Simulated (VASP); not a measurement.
Level of theory: PBEsol GGA, VASP's PBE PAW potentials (set 64) (plane waves; VASP 6.6.1).

The input files of a VASP run:

**INCAR**
```
PREC = Accurate
ENCUT = 300   ! plane-wave cut-off (eV)
ISIF = 2
SIGMA = 0.1   ! width (eV)
LREAL = .False.   ! projection in real space or not
LCHARG = .False.
ISPIN = 2
NELM = 100   ! most electronic steps
EDIFF = 1E-6   ! SCF stop (eV)
MAGMOM = 3.0 0.0
GGA = PS   ! PBEsol
ALGO = Normal
LMAXMIX = 6
LASPH = .True.
SYSTEM = FePt
LORBIT = 11   ! lm-projected
LWAVE = .False.
ISMEAR = -1
```

KPOINTS:
```
kpoints
0
G
  8 8 6
```

### POSCAR
```
FePt
1
    2.6656000000     0.0000000000     0.0000000000
    0.0000000000     2.6656000000     0.0000000000
    0.0000000000     0.0000000000     3.6358000000
Fe Pt
1 1
Direct
  0.0000000000   0.0000000000   0.0000000000
  0.5000000000   0.5000000000   0.5000000000
```

POTCAR, in this order: Fe Pt (PBE.64 set). Program: vasp_std.

The resulting files:

File OSZICAR:
```
       N       E                     dE             d eps       ncg     rms          rms(c)
DAV:   1     0.586198958547E+02    0.58620E+02   -0.62033E+03  3863   0.852E+02
DAV:   2    -0.162839728767E+02   -0.74904E+02   -0.67289E+02  3747   0.203E+02
DAV:   3    -0.179266518012E+02   -0.16427E+01   -0.16169E+01  4510   0.357E+01
DAV:   4    -0.179431083884E+02   -0.16457E-01   -0.16454E-01  4173   0.321E+00
DAV:   5    -0.179435656561E+02   -0.45727E-03   -0.45726E-03  4724   0.581E-01    0.191E+01
DAV:   6    -0.184842674083E+02   -0.54070E+00   -0.11846E+01  3858   0.743E+01    0.208E+01
DAV:   7    -0.165438428352E+02    0.19404E+01   -0.92581E+00  4533   0.748E+01    0.967E+00
DAV:   8    -0.163899404446E+02    0.15390E+00   -0.51983E-01  4512   0.112E+01    0.460E+00
DAV:   9    -0.163306341878E+02    0.59306E-01   -0.12526E-01  5034   0.701E+00    0.224E+00
DAV:  10    -0.163120919694E+02    0.18542E-01   -0.38474E-02  5330   0.393E+00    0.724E-01
DAV:  11    -0.163118124698E+02    0.27950E-03   -0.34977E-03  5143   0.843E-01    0.266E-01
DAV:  12    -0.163119377312E+02   -0.12526E-03   -0.17519E-04  4848   0.187E-01    0.108E-01
DAV:  13    -0.163119957563E+02   -0.58025E-04   -0.80816E-05  4607   0.127E-01    0.617E-02
DAV:  14    -0.163119789904E+02    0.16766E-04   -0.17769E-05  5053   0.978E-02    0.116E-02
DAV:  15    -0.163119790681E+02   -0.77757E-07   -0.13141E-06  2393   0.213E-02
   1 F= -.16311979E+02 E0= -.16289693E+02  d E =-.445729E-01  mag=     3.2071
```

OUTCAR:
```
------------------------ aborting loop because EDIFF is reached ----------------------------------------
  FORCE on cell =-STRESS in cart. coord.  units (eV):
  Direction    XX          YY          ZZ          XY          YZ          ZX
  --------------------------------------------------------------------------------------
  Total        1.4239527      1.4239527      1.6529961      0.0000000      0.0000000     -0.0000000
  in kB       88.3112845     88.3112845    102.5161907      0.0000000      0.0000000     -0.0000000
  external PRESSURE =      93.0462532 kB  Pullay stress =       0.0000000 kB
  volume of cell :       25.83
      direct lattice vectors                 reciprocal lattice vectors
     2.665600000  0.000000000  0.000000000     0.375150060  0.000000000  0.000000000
     0.000000000  2.665600000  0.000000000     0.000000000  0.375150060  0.000000000
     0.000000000  0.000000000  3.635800000     0.000000000  0.000000000  0.275042632
 POSITION                                       TOTAL-FORCE (eV/Angst)
 -----------------------------------------------------------------------------------
      0.00000      0.00000      0.00000         0.000000      0.000000      0.000000
      1.33280      1.33280      1.81790         0.000000      0.000000      0.000000
 -----------------------------------------------------------------------------------
    total drift:                                0.000000      0.000000      0.000000
  FREE ENERGIE OF THE ION-ELECTRON SYSTEM (eV)
  ---------------------------------------------------
  free  energy   TOTEN  =       -16.3119790681 eV

  energy  without entropy=      -16.2674061814  energy(sigma->0) =      -16.28969262

 total charge

# of ion       s       p       d       tot
------------------------------------------
    1        0.439   0.517   6.173   7.129
    2        0.745   0.753   8.080   9.578
--------------------------------------------------
tot          1.184   1.270  14.253  16.707

 magnetization (x)

# of ion       s       p       d       tot
------------------------------------------
    1        0.003  -0.001   2.810   2.812
    2       -0.023  -0.059   0.428   0.346
--------------------------------------------------
tot         -0.020  -0.060   3.238   3.158
```
(Selected blocks of OUTCAR.)

### OUTCAR
```
 val. band max:        9.4397964332   @ k =   0.1250   0.1250   0.0000

 cond. band min:       9.4597108470   @ k =   0.5000   0.3750   0.1667


 Fermi energy:         9.4440682364

 spin component 1

 k-point     1 :       0.0000    0.0000    0.0000
  band No.  band energies     occupation
      1      -0.7463      1.00000
      2       2.5880      1.00000
      3       2.7294      1.00000
      4       5.8575      1.00000
      5       5.8575      1.00000
      6       6.4771      1.00000
      7       7.4109      1.00000
      8       7.6523      1.00000
      9       9.0653      0.97785
     10       9.2700      0.85076
     11       9.2700      0.85076
     12      11.7587      0.00000
     13      20.0624      0.00000
     14      21.4852      0.00000
     15      21.4852      0.00000

 k-point     2 :       0.1250    0.0000    0.0000
  band No.  band energies     occupation
      1      -0.3199      1.00000
      2       2.8003      1.00000
      3       3.0531      1.00000
      4       5.6579      1.00000
      5       5.9870      1.00000
      6       6.5828      1.00000
      7       7.2978      1.00000
      8       7.6539      1.00000
      9       8.1297      1.00000
     10       8.6736      0.99955
     11       9.1479      0.95083
     12      13.3173      0.00000
     13      19.0870      0.00000
     14      20.3963      0.00000
     15      22.2899      0.00000

 k-point     3 :       0.2500    0.0000    0.0000
  band No.  band energies     occupation
      1       0.8009      1.00000
      2       3.2862      1.00000
      3       3.9740      1.00000
      4       5.1233      1.00000
      5       6.3560      1.00000
      6       6.6250      1.00000
      7       6.8369      1.00000
      8       7.0245      1.00000
      9       7.8626      1.00000
     10       7.9349      1.00000
     11       8.7956      0.99848
     12      15.9031      0.00000
     13      15.9782      0.00000
...
```

At this cut-off the stress carries a Pulay error, which pulls relaxed volumes low. Unless said otherwise, spin-orbit coupling is left out, though it shifts the bands of the heavy elements here.

The structure is a typed FePt crystal (P4/mmm). The cell was not relaxed at this level, and its volume differs by -5.9 % from the start's.
